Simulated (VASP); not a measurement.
Given:

```yaml
crystal:
  lattice:
    - [2.06295, -3.59100, 0.00000]
    - [2.06295, 3.59100, 0.00000]
    - [0.00000, 0.00000, 6.73694]
  atoms:
    - { symbol: Cd, position: [0.66631, 0.33369, 0.50033] }
    - { symbol: Cd, position: [0.33369, 0.66631, 0.00033] }
    - { symbol: S, position: [0.66623, 0.33377, 0.87667] }
    - { symbol: S, position: [0.33377, 0.66623, 0.37667] }
```

The numbers are results of PBEsol GGA, VASP's PBE PAW potentials (set 64) (plane waves; VASP 6.6.1), not measurements. Run with 480 eV cut-off, 6×6×4 Γ-centred mesh, Gaussian smearing of 0.050 eV, potentials Cd S.

Estimate the energy per atom (σ→0), band gap (on the k-mesh) with the smallest direct gap where there is one.

```yaml
band gap (on the k-mesh): 1.06 eV
smallest direct gap (on the k-mesh): 1.06 eV
energy per atom (σ→0): -3408 meV/atom
```

Total energies compare only between runs with the same potentials, cut-off and functional.

The compound is CdS in the wurtzite structure. This cell was strained or had an atom moved on purpose. Symmetry was kept, so distortions that lower it aren't found.
